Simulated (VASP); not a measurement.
These are PW91 GGA, VASP's PBE PAW potentials (set 64) (plane waves; VASP 6.6.1) values and carry that method's errors.

A VASP calculation is set up with these files.

**POSCAR**
```
As
1
    3.7539710000    -1.9176000000     0.0000000000
    3.7539710000     1.9176000000     0.0000000000
    2.7744240000     0.0000000000     3.1736500000
As
2
Direct
  0.2270000000   0.2270000000   0.2270000000
  0.7730000000   0.7730000000   0.7730000000
```

KPOINTS:
```
Automatic
0
Gamma
10 10 10
```

### INCAR
```
ALGO  =  Normal
EDIFF  =  1E-6
ENCUT  =  400
GGA  =  91
ISIF  =  2
ISMEAR  =  1
LASPH  =  .TRUE.
LCHARG  =  .FALSE.
LMAXMIX  =  4
LREAL  =  .FALSE.
LWAVE  =  .FALSE.
NELM  =  100
PREC  =  Accurate
SIGMA  =  0.1
SYSTEM  =  As
```

POTCAR, in this order: As (PBE.64 set). Program: vasp_std.

The run wrote:

### OUTCAR
```
 ion  position               nearest neighbor table
   1  0.227  0.227  0.227-   2 2.57   2 2.57   2 2.57
   2  0.773  0.773  0.773-   1 2.57   1 2.57   1 2.57
  LATTYP: Found a trigonal (rhomboedric) cell.
 ALAT       =     4.2153870556
 COS(alpha) =     0.5861231619
 Subroutine PRICEL returns:
 Original cell was already a primitive cell.
 Subroutine GETGRP returns: Found 12 space group operations
The static configuration has the point symmetry D_3d.
The dynamic configuration has the point symmetry D_3d.
 Subroutine INISYM returns: Found 12 space group operations
 Subroutine IBZKPT returns following result:
 Found    116 irreducible k-points:

 Following reciprocal coordinates:
            Coordinates               Weight
  0.000000  0.000000  0.000000      1.000000
  0.100000  0.000000 -0.000000      6.000000
  0.200000  0.000000 -0.000000      6.000000
  0.300000  0.000000 -0.000000      6.000000
  0.400000  0.000000  0.000000      6.000000
  0.500000  0.000000  0.000000      3.000000
  0.100000  0.100000 -0.000000      6.000000
  0.200000  0.100000  0.000000     12.000000
...
```

**OSZICAR**
```
       N       E                     dE             d eps       ncg     rms          rms(c)
DAV:   1     0.260448045157E+02    0.26045E+02   -0.36808E+03  2096   0.740E+02
DAV:   2    -0.830631669549E+01   -0.34351E+02   -0.33441E+02  3191   0.113E+02
DAV:   3    -0.939155740410E+01   -0.10852E+01   -0.10832E+01  2424   0.240E+01
DAV:   4    -0.939694755836E+01   -0.53902E-02   -0.53892E-02  2549   0.184E+00
DAV:   5    -0.939696124077E+01   -0.13682E-04   -0.13682E-04  2353   0.879E-02    0.306E+00
DAV:   6    -0.938728329769E+01    0.96779E-02   -0.57092E-03  2324   0.582E-01    0.184E+00
DAV:   7    -0.938255955163E+01    0.47237E-02   -0.12143E-02  2218   0.873E-01    0.922E-02
DAV:   8    -0.938264895148E+01   -0.89400E-04   -0.43089E-04  2155   0.155E-01    0.337E-02
DAV:   9    -0.938268608607E+01   -0.37135E-04   -0.62609E-05  2362   0.622E-02    0.112E-02
DAV:  10    -0.938268528099E+01    0.80507E-06   -0.53894E-06  2288   0.152E-02
   1 F= -.93826853E+01 E0= -.93826026E+01  d E =-.247922E-03
```

OUTCAR:
```
------------------------ aborting loop because EDIFF is reached ----------------------------------------
  FORCE on cell =-STRESS in cart. coord.  units (eV):
  Direction    XX          YY          ZZ          XY          YZ          ZX
  --------------------------------------------------------------------------------------
  Total       -0.1751310     -0.2351651     -0.2294459     -0.0000000      0.0000000      0.0185295
  in kB       -6.1409510     -8.2460399     -8.0454966     -0.0000000      0.0000000      0.6497361
  external PRESSURE =      -7.4774958 kB  Pullay stress =       0.0000000 kB
  volume of cell :       45.69
      direct lattice vectors                 reciprocal lattice vectors
     3.753971000 -1.917600000  0.000000000     0.133192292 -0.260742595 -0.116437506
     3.753971000  1.917600000  0.000000000     0.133192292  0.260742595 -0.116437506
     2.774424000  0.000000000  3.173650000     0.000000000  0.000000000  0.315094607
 POSITION                                       TOTAL-FORCE (eV/Angst)
 -----------------------------------------------------------------------------------
      2.33410      0.00000      0.72042        -0.076972      0.000000     -0.023757
      7.94827      0.00000      2.45323         0.076972      0.000000      0.023757
 -----------------------------------------------------------------------------------
    total drift:                               -0.000000      0.000000     -0.000000
  FREE ENERGIE OF THE ION-ELECTRON SYSTEM (eV)
  ---------------------------------------------------
  free  energy   TOTEN  =        -9.3826852810 eV

  energy  without entropy=       -9.3824373585  energy(sigma->0) =       -9.38260264
```
(Selected blocks of OUTCAR.)

The compound is As in the a7 structure. The cell was not relaxed at this level. The run is one of a series of settings (GGA = 91 against the base run), some of them coarse on purpose.
